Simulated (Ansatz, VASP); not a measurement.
**Ge3W2 in VASP and in Ansatz**

```
Ge W
1.0
     2.66194    1.53687    3.44983
    -2.66194    1.53687    3.44983
     0.00000   -3.07375    3.44983
Ge W
3 2
Direct
  0.50000 0.50000 0.00000
  0.00000 0.50000 0.50000
  0.50000 0.00000 0.50000
  0.86180 0.86180 0.86180
  0.13820 0.13820 0.13820
```

Alike in both runs: functional PBE; k mesh 3 × 3 × 3; occupations gaussian, width 0.1 eV; no spin polarisation.

Ansatz relaxed the structure, and its values are those at the end. VASP's run is a single point on that final structure, the one shown.

```csv
,VASP,Ansatz
version,VASP 6.6.1,Ansatz 0.2.0
potentials or method,"VASP PAW PBE potentials, release 64 (Ge_d, W_sv)","scalar-relativistic, plane waves, PAW"
plane-wave cutoff (eV),520,420
valence electrons in the cell,70,70
```

Ansatz gave:

```
gap on the k mesh at the Fermi level (eV) : none
pressure (GPa)                            : 0.0
rms of the force components (eV/Å)        : 0.003
```

Which values does VASP return?

gap on the k mesh at the Fermi level (eV): none; pressure (GPa): 0.2; rms of the force components (eV/Å): 0.005.

A gap of «none» marks a metal or a gap that the smearing closes.

Caveats: the k mesh is coarse (spacing up to 0.50 Å⁻¹), so the values aren't converged. Spin-orbit coupling is left out, which matters for the levels of W.
